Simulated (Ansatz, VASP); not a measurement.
# Ti (Titanium) in two plane-wave programs

One calculation is typed for both programs; each brings its own data sets. How far apart do they land? The cell is taken from a series of runs on this material, whose earlier steps may have relaxed, scaled, displaced or heated it; both programs get it as it stands.

Program: Ansatz 0.2.0. Level of theory: plane waves, with VASP 6.6.1 beside it; zone-centre phonons at PBEsol. Results are calculated unless marked as measured.

### Step 1. Set-up

It takes space group P6_3/mmc (No. 194, hexagonal). Conventional cell: a = 2.875 Å, b = 2.875 Å, c = 4.726 Å, α = 90.00°, β = 90.00°, γ = 120.00°. Ti has 12 Ti at 2.87 to 2.89 Å nearest.

Structure file:

```cif
data_structure
_symmetry_space_group_name_H-M 'P6_3/mmc'
_symmetry_Int_Tables_number 194
_cell_length_a 2.8748
_cell_length_b 2.8748
_cell_length_c 4.7264
_cell_angle_alpha 90.000
_cell_angle_beta 90.000
_cell_angle_gamma 120.000
_cell_volume 33.83
loop_
_atom_site_label
_atom_site_type_symbol
_atom_site_symmetry_multiplicity
_atom_site_Wyckoff_symbol
_atom_site_fract_x
_atom_site_fract_y
_atom_site_fract_z
_atom_site_occupancy
Ti1 Ti 2 c 0.33333 0.66667 0.25000 1
```

### Step 2. VASP: zone-centre phonons, PBEsol

Second derivatives magnify differences that forces hide, and they need a tight electronic threshold.

Lines of VASP's logs that name or quote its potential files are left out, and so is its time.

Contents of INCAR:

```
SYSTEM = Ti
PREC = Accurate
ENCUT = 500
EDIFF = 1E-08
NELM = 120
ISMEAR = 1
SIGMA = 0.2
LREAL = .FALSE.
ALGO = Normal
GGA = PS
NBANDS = 18
LASPH = .TRUE.
LORBIT = 11
LWAVE = .FALSE.
LCHARG = .FALSE.
ISIF = 2
IBRION = 8
GGA_COMPAT = .FALSE.
KPAR = 2
```

Contents of POSCAR:

```
Ti
1.0
    2.8748407583      0.0000000000      0.0000000000
   -1.4374203792      2.4896851285      0.0000000000
    0.0000000000      0.0000000000      4.7264026188
Ti
2
Direct
    0.3333335213      0.6666664787      0.2500000000
    0.6666664787      0.3333335213      0.7500000000
```

Contents of KPOINTS:

```
Automatic mesh
0
Gamma
18 18 12
0 0 0
```

PAW data sets: Ti_sv (PBE family, release 64).

Launch:

```
> mpirun -np 2 vasp_std
```

Numbers of over 12 decimals in the logs are rounded to 6 here.

The log of the run:

```text
[banner, memory and clock lines left out]
running    2 mpi-ranks, on    1 nodes
 distrk:  each k-point on    1 cores,    2 groups
 distr:  one band on    1 cores,    1 groups

 POSCAR found type information on POSCAR Ti
 POSCAR found :  1 types and       2 ions
|                                                                             |
|               ----> ADVICE to this user running VASP <----                  |
|                                                                             |
|     You enforced a specific xc type in the INCAR file but a different       |
|     [... a line on the potential file left out ...]
|     I HOPE YOU KNOW WHAT YOU ARE DOING!                                     |
|                                                                             |

 LDA part: xc-table for (Slater+PW92), standard interpolation
 POSCAR, INCAR and KPOINTS ok, starting setup
 FFT: planning ... GRIDC
 FFT: planning ... GRID_SOFT
 FFT: planning ... GRID
 WAVECAR not read
 entering main loop
       N       E                     dE             d eps       ncg     rms          rms(c)
DAV:   1     0.253313550258E+03    0.25331E+03   -0.12932E+04  9348   0.163E+03
DAV:   2     0.106894849160E+02   -0.24262E+03   -0.23955E+03  9494   0.450E+02
DAV:   3    -0.177316078912E+02   -0.28421E+02   -0.28103E+02 17618   0.127E+02
DAV:   4    -0.188664001150E+02   -0.11348E+01   -0.11333E+01 10710   0.265E+01
DAV:   5    -0.189200692650E+02   -0.53669E-01   -0.53660E-01 14564   0.412E+00    0.127E+01
DAV:   6    -0.166732787396E+02    0.22468E+01   -0.80464E+00 10942   0.299E+01    0.314E+00
DAV:   7    -0.166447319137E+02    0.28547E-01   -0.89802E-01 14206   0.720E+00    0.209E+00
DAV:   8    -0.166715021180E+02   -0.26770E-01   -0.22572E-01 10922   0.577E+00    0.724E-01
DAV:   9    -0.166625014414E+02    0.90007E-02   -0.54662E-02 11216   0.239E+00    0.725E-02
DAV:  10    -0.166628239788E+02   -0.32254E-03   -0.28094E-03 13662   0.358E-01    0.100E-01
DAV:  11    -0.166629142148E+02   -0.90236E-04   -0.26426E-04 10946   0.123E-01    0.336E-02
DAV:  12    -0.166629075806E+02    0.66342E-05   -0.44459E-05 11734   0.526E-02    0.784E-03
DAV:  13    -0.166629077442E+02   -0.16359E-06   -0.11953E-06 11404   0.100E-02    0.172E-03
DAV:  14    -0.166629079596E+02   -0.21538E-06   -0.34195E-07 13922   0.437E-03    0.862E-04
DAV:  15    -0.166629079298E+02    0.29826E-07   -0.22712E-08  9116   0.128E-03    0.394E-04
DAV:  16    -0.166629079354E+02   -0.56511E-08   -0.73985E-09  5900   0.762E-04
   1 F= -.16662908E+02 E0= -.16664454E+02  d E =0.463868E-02
 Linear response reoptimize wavefunctions to high precision
DAV:   1    -0.166629079477E+02   -0.12264E-07   -0.14457E-09  6486   0.350E-04
DAV:   2    -0.166629079477E+02   -0.19099E-10   -0.26915E-10  5254   0.127E-04
 Linear response DOF=           2
 Linear response progress:
  Degree of freedom:   1/  2
       N       E                     dE             d eps       ncg     rms          rms(c)
 HAMIL_LR internal error: the vector H(1)-e(1) S(1) |phi(0)> is not orthogonal t
 o |phi(0)>         260           1  1.496209548641613E-004
 HAMIL_LR internal error: the vector H(1)-e(1) S(1) |phi(0)> is not orthogonal t
 o |phi(0)>         260           2  1.551220659051916E-004
 HAMIL_LR internal error: the vector H(1)-e(1) S(1) |phi(0)> is not orthogonal t
 o |phi(0)>         260           9 -7.653205291521143E-004
 HAMIL_LR internal error: the vector H(1)-e(1) S(1) |phi(0)> is not orthogonal t
 o |phi(0)>         260          10 -5.227994972354932E-004
 HAMIL_LR internal error: the vector H(1)-e(1) S(1) |phi(0)> is not orthogonal t
 o |phi(0)>         260          13 -1.568597698041879E-004
 HAMIL_LR internal error: the vector H(1)-e(1) S(1) |phi(0)> is not orthogonal t
 o |phi(0)>         260          14 -1.238939447784360E-004
 HAMIL_LR internal error: the vector H(1)-e(1) S(1) |phi(0)> is not orthogonal t
 o |phi(0)>         260          15 -1.555083633905663E-004
 HAMIL_LR internal error: the vector H(1)-e(1) S(1) |phi(0)> is not orthogonal t
 o |phi(0)>         260          16 -1.684221967519668E-004
 HAMIL_LR internal error: the vector H(1)-e(1) S(1) |phi(0)> is not orthogonal t
 o |phi(0)>         260          18 -1.795957418266811E-004
 HAMIL_LR internal error: the vector H(1)-e(1) S(1) |phi(0)> is not orthogonal t
 o |phi(0)>         262           1  1.500428162736251E-004
 HAMIL_LR internal error: the vector H(1)-e(1) S(1) |phi(0)> is not orthogonal t
 o |phi(0)>         262           2  1.553154943332857E-004
 HAMIL_LR internal error: the vector H(1)-e(1) S(1) |phi(0)> is not orthogonal t
 o |phi(0)>         261           9 -3.777933802611481E-004
 HAMIL_LR internal error: the vector H(1)-e(1) S(1) |phi(0)> is not orthogonal t
 o |phi(0)>         261          10 -2.527123176030849E-004
 HAMIL_LR internal error: the vector H(1)-e(1) S(1) |phi(0)> is not orthogonal t
[...]
o |phi(0)>         313          10 -1.004140128235270E-004
 HAMIL_LR internal error: the vector H(1)-e(1) S(1) |phi(0)> is not orthogonal t
 o |phi(0)>         387          13 -1.052357556962646E-004
 HAMIL_LR internal error: the vector H(1)-e(1) S(1) |phi(0)> is not orthogonal t
 o |phi(0)>         382          13 -1.027631868475293E-004
 HAMIL_LR internal error: the vector H(1)-e(1) S(1) |phi(0)> is not orthogonal t
[...]
HAMIL_LR internal error: the vector H(1)-e(1) S(1) |phi(0)> is not orthogonal t
 o |phi(0)>         382          13 -1.027627962702921E-004
 HAMIL_LR internal error: the vector H(1)-e(1) S(1) |phi(0)> is not orthogonal t
 o |phi(0)>         387          13 -1.052353560985764E-004
 HAMIL_LR internal error: the vector H(1)-e(1) S(1) |phi(0)> is not orthogonal t
 o |phi(0)>         391          13 -1.248862217818614E-004
RMM:  16    -0.666498767651E+00    0.53638E-07    0.25457E-07 35716   0.948E-04    0.471E-05
 HAMIL_LR internal error: the vector H(1)-e(1) S(1) |phi(0)> is not orthogonal t
 o |phi(0)>         313          10 -1.004134834141981E-004
 HAMIL_LR internal error: the vector H(1)-e(1) S(1) |phi(0)> is not orthogonal t
 o |phi(0)>         382          13 -1.027626632077311E-004
 HAMIL_LR internal error: the vector H(1)-e(1) S(1) |phi(0)> is not orthogonal t
 o |phi(0)>         387          13 -1.052352208062435E-004
 HAMIL_LR internal error: the vector H(1)-e(1) S(1) |phi(0)> is not orthogonal t
 o |phi(0)>         391          13 -1.248860630074511E-004
RMM:  17    -0.666498573151E+00    0.19450E-06    0.33858E-07 35140   0.779E-04    0.443E-05
 HAMIL_LR internal error: the vector H(1)-e(1) S(1) |phi(0)> is not orthogonal t
 o |phi(0)>         313          10 -1.004133823001435E-004
 HAMIL_LR internal error: the vector H(1)-e(1) S(1) |phi(0)> is not orthogonal t
 o |phi(0)>         382          13 -1.027625681034178E-004
 HAMIL_LR internal error: the vector H(1)-e(1) S(1) |phi(0)> is not orthogonal t
 o |phi(0)>         387          13 -1.052351238670646E-004
 HAMIL_LR internal error: the vector H(1)-e(1) S(1) |phi(0)> is not orthogonal t
 o |phi(0)>         391          13 -1.248859486291110E-004
RMM:  18    -0.666498781278E+00   -0.20813E-06    0.30662E-07 35606   0.659E-04    0.381E-05
 HAMIL_LR internal error: the vector H(1)-e(1) S(1) |phi(0)> is not orthogonal t
 o |phi(0)>         313          10 -1.004133416866518E-004
 HAMIL_LR internal error: the vector H(1)-e(1) S(1) |phi(0)> is not orthogonal t
 o |phi(0)>         382          13 -1.027625301215918E-004
 HAMIL_LR internal error: the vector H(1)-e(1) S(1) |phi(0)> is not orthogonal t
 o |phi(0)>         387          13 -1.052350851219463E-004
 HAMIL_LR internal error: the vector H(1)-e(1) S(1) |phi(0)> is not orthogonal t
 o |phi(0)>         391          13 -1.248859027578597E-004
RMM:  19    -0.666498857894E+00   -0.76616E-07    0.12077E-07 36841   0.570E-04    0.385E-05
 HAMIL_LR internal error: the vector H(1)-e(1) S(1) |phi(0)> is not orthogonal t
 o |phi(0)>         313          10 -1.004134410838228E-004
 HAMIL_LR internal error: the vector H(1)-e(1) S(1) |phi(0)> is not orthogonal t
 o |phi(0)>         382          13 -1.027626247992047E-004
 HAMIL_LR internal error: the vector H(1)-e(1) S(1) |phi(0)> is not orthogonal t
 o |phi(0)>         387          13 -1.052351814153085E-004
 HAMIL_LR internal error: the vector H(1)-e(1) S(1) |phi(0)> is not orthogonal t
 o |phi(0)>         391          13 -1.248860159184240E-004
RMM:  20    -0.666498799575E+00    0.58319E-07    0.27917E-07 33640   0.512E-04    0.507E-05
 HAMIL_LR internal error: the vector H(1)-e(1) S(1) |phi(0)> is not orthogonal t
 o |phi(0)>         313          10 -1.004131766490224E-004
 HAMIL_LR internal error: the vector H(1)-e(1) S(1) |phi(0)> is not orthogonal t
 o |phi(0)>         382          13 -1.027623747915929E-004
 HAMIL_LR internal error: the vector H(1)-e(1) S(1) |phi(0)> is not orthogonal t
 o |phi(0)>         387          13 -1.052349269345942E-004
 HAMIL_LR internal error: the vector H(1)-e(1) S(1) |phi(0)> is not orthogonal t
 o |phi(0)>         391          13 -1.248857161259276E-004
RMM:  21    -0.666499169229E+00   -0.36965E-06   -0.95778E-09 31650   0.496E-04    0.292E-05
 HAMIL_LR internal error: the vector H(1)-e(1) S(1) |phi(0)> is not orthogonal t
 o |phi(0)>         313          10 -1.004130452319923E-004
 HAMIL_LR internal error: the vector H(1)-e(1) S(1) |phi(0)> is not orthogonal t
 o |phi(0)>         382          13 -1.027622499457648E-004
 HAMIL_LR internal error: the vector H(1)-e(1) S(1) |phi(0)> is not orthogonal t
 o |phi(0)>         387          13 -1.052347998625192E-004
 HAMIL_LR internal error: the vector H(1)-e(1) S(1) |phi(0)> is not orthogonal t
 o |phi(0)>         391          13 -1.248855665848536E-004
RMM:  22    -0.666499343302E+00   -0.17407E-06    0.45444E-08 33513   0.440E-04    0.220E-05
 HAMIL_LR internal error: the vector H(1)-e(1) S(1) |phi(0)> is not orthogonal t
 o |phi(0)>         313          10 -1.004129728720757E-004
 HAMIL_LR internal error: the vector H(1)-e(1) S(1) |phi(0)> is not orthogonal t
 o |phi(0)>         382          13 -1.027621813159962E-004
 HAMIL_LR internal error: the vector H(1)-e(1) S(1) |phi(0)> is not orthogonal t
 o |phi(0)>         387          13 -1.052347300092293E-004
 HAMIL_LR internal error: the vector H(1)-e(1) S(1) |phi(0)> is not orthogonal t
 o |phi(0)>         391          13 -1.248854843209912E-004
RMM:  23    -0.666499429497E+00   -0.86195E-07    0.17025E-07 35212   0.400E-04    0.192E-05
 HAMIL_LR internal error: the vector H(1)-e(1) S(1) |phi(0)> is not orthogonal t
 o |phi(0)>         313          10 -1.004129829071387E-004
 HAMIL_LR internal error: the vector H(1)-e(1) S(1) |phi(0)> is not orthogonal t
 o |phi(0)>         382          13 -1.027621911419280E-004
 HAMIL_LR internal error: the vector H(1)-e(1) S(1) |phi(0)> is not orthogonal t
 o |phi(0)>         387          13 -1.052347399588816E-004
 HAMIL_LR internal error: the vector H(1)-e(1) S(1) |phi(0)> is not orthogonal t
 o |phi(0)>         391          13 -1.248854959347567E-004
RMM:  24    -0.666499438613E+00   -0.91158E-08    0.22870E-07 36456   0.368E-04    0.217E-05
 HAMIL_LR internal error: the vector H(1)-e(1) S(1) |phi(0)> is not orthogonal t
 o |phi(0)>         313          10 -1.004129408745599E-004
 HAMIL_LR internal error: the vector H(1)-e(1) S(1) |phi(0)> is not orthogonal t
 o |phi(0)>         382          13 -1.027621514504140E-004
 HAMIL_LR internal error: the vector H(1)-e(1) S(1) |phi(0)> is not orthogonal t
 o |phi(0)>         387          13 -1.052346995583098E-004
 HAMIL_LR internal error: the vector H(1)-e(1) S(1) |phi(0)> is not orthogonal t
 o |phi(0)>         391          13 -1.248854483357487E-004
RMM:  25    -0.666499498364E+00   -0.59752E-07   -0.17981E-08 34013   0.348E-04    0.193E-05
 first order change of Fermi-energy  -0.21525E-03
 force on displaced ion       1 direction 3 :   0.000  -0.000  -2.794
 Linear response finished
```

Parts of OUTCAR (step 2):

```text
ion  position               nearest neighbor table
   1  0.333  0.667  0.250-   2 2.89   2 2.89   2 2.89   2 2.89   2 2.89   2 2.89
   2  0.667  0.333  0.750-   1 2.89   1 2.89   1 2.89   1 2.89   1 2.89   1 2.89

  LATTYP: Found a hexagonal cell.
 ALAT       =     2.8748407583
 C/A-ratio  =     1.6440571900

 Subroutine GETGRP returns: Found 24 space group operations
 (whereof 12 operations were pure point group operations)

The static configuration has the point symmetry D_3d.
 The point group associated with its full space group is D_6h.

 Found    259 irreducible k-points:

   k-points           NKPTS =    259   k-points in BZ     NKDIM =    259   number of bands    NBANDS=     18

   dimension x,y,z NGX =    24 NGY =   24 NGZ =   36
   dimension x,y,z NGXF=    48 NGYF=   48 NGZF=   72

   ENCUT  =  500.0 eV  36.75 Ry    6.06 a.u.   5.24  5.24  8.62*2*pi/ulx,y,z

   NELECT =      24.0000    total number of electrons

 k-points in reciprocal lattice and weights: Automatic mesh
   0.00000000  0.00000000  0.00000000       0.000
   0.05555556 -0.00000000  0.00000000       0.002
   0.11111111 -0.00000000  0.00000000       0.002
   0.16666667 -0.00000000  0.00000000       0.002
   0.22222222 -0.00000000  0.00000000       0.002
   0.27777778 -0.00000000  0.00000000       0.002
   0.33333333 -0.00000000  0.00000000       0.002
   0.38888889 -0.00000000  0.00000000       0.002
   0.44444444 -0.00000000  0.00000000       0.002
[...]
0.33333333  0.27777778  0.50000000       0.003
   0.33333333  0.33333333  0.50000000       0.001

 average (electrostatic) potential at core
       1 -71.9575       2 -71.9575

  Total       -0.0631955     -0.0631955     -0.9643845      0.0000000      0.0000000      0.0000000
  in kB       -2.9930084     -2.9930084    -45.6742983      0.0000000      0.0000000      0.0000000
  external PRESSURE =     -17.2201050 kB  Pullay stress =       0.0000000 kB

  energy-cutoff  :      500.00
  volume of cell :       33.83
      direct lattice vectors                 reciprocal lattice vectors
     2.874840758  0.000000000  0.000000000     0.347845354  0.200828609  0.000000000
    -1.437420379  2.489685129  0.000000000     0.000000000  0.401657217  0.000000000
     0.000000000  0.000000000  4.726402619     0.000000000  0.000000000  0.211577405

 POSITION                                       TOTAL-FORCE (eV/Angst)
 -----------------------------------------------------------------------------------
      0.00000      1.65979      1.18160         0.000000      0.000000      0.000000
      1.43742      0.82990      3.54480        -0.000000      0.000000      0.000000
 -----------------------------------------------------------------------------------
    total drift:                               -0.000468      0.000379     -0.000010

 Eigenvectors and eigenvalues of the dynamical matrix
 ----------------------------------------------------

   1 f  =    5.341165 THz    33.559531 2PiTHz  178.162097 cm-1    22.089275 meV
             X         Y         Z           dx          dy          dz
      0.000001  1.659790  1.181601     0.000000    0.000000   -0.707107
      1.437420  0.829896  3.544802     0.000000    0.000000    0.707107

   2 f  =    3.671941 THz    23.071486 2PiTHz  122.482769 cm-1    15.185921 meV
             X         Y         Z           dx          dy          dz
      0.000001  1.659790  1.181601     0.594492   -0.382856    0.000000
      1.437420  0.829896  3.544802    -0.594492    0.382856    0.000000

   3 f  =    3.671941 THz    23.071486 2PiTHz  122.482769 cm-1    15.185921 meV
             X         Y         Z           dx          dy          dz
      0.000001  1.659790  1.181601     0.382856    0.594492    0.000000
      1.437420  0.829896  3.544802    -0.382856   -0.594492    0.000000

   4 f  =    0.000000 THz     0.000000 2PiTHz    0.000001 cm-1     0.000000 meV
             X         Y         Z           dx          dy          dz
      0.000001  1.659790  1.181601     0.614968    0.349020    0.000000
      1.437420  0.829896  3.544802     0.614968    0.349020    0.000000

   5 f  =    0.000000 THz     0.000000 2PiTHz    0.000000 cm-1     0.000000 meV
             X         Y         Z           dx          dy          dz
      0.000001  1.659790  1.181601     0.000000    0.000000    0.707107
      1.437420  0.829896  3.544802     0.000000    0.000000    0.707107

   6 f/i=    0.000000 THz     0.000000 2PiTHz    0.000001 cm-1     0.000000 meV
             X         Y         Z           dx          dy          dz
      0.000001  1.659790  1.181601     0.349020   -0.614968    0.000000
      1.437420  0.829896  3.544802     0.349020   -0.614968    0.000000

 ELASTIC MODULI CONTR FROM IONIC RELAXATION (kBar)
 Direction    XX          YY          ZZ          XY          YZ          ZX
 --------------------------------------------------------------------------------
 XX        -124.2491    124.2491     -0.0000      0.0000      0.0000      0.0000
 YY         124.2491   -124.2491      0.0000      0.0000      0.0000     -0.0000
 ZZ          -0.0000      0.0000     -0.0000      0.0000      0.0000      0.0000
 XY           0.0000      0.0000      0.0000   -124.2491      0.0000      0.0000
 YZ           0.0000      0.0000      0.0000      0.0000      0.0000      0.0000
 ZX           0.0000     -0.0000      0.0000      0.0000      0.0000     -0.0000
 --------------------------------------------------------------------------------
```

[end of part 1 of 2]

[Lines on the potential files, build, host, timing and source positions are cut from VASP's logs without a mark.]

[Logs are printed without paths, hosts, clocks, repeated set-up lines and the standing remarks that a program may print on its own settings, such as how far it seeks lower states.]

[Hosts, paths, dates, database ids (printed as entryN), source tags and the programs' standing remarks are cut or masked in the printed files.]
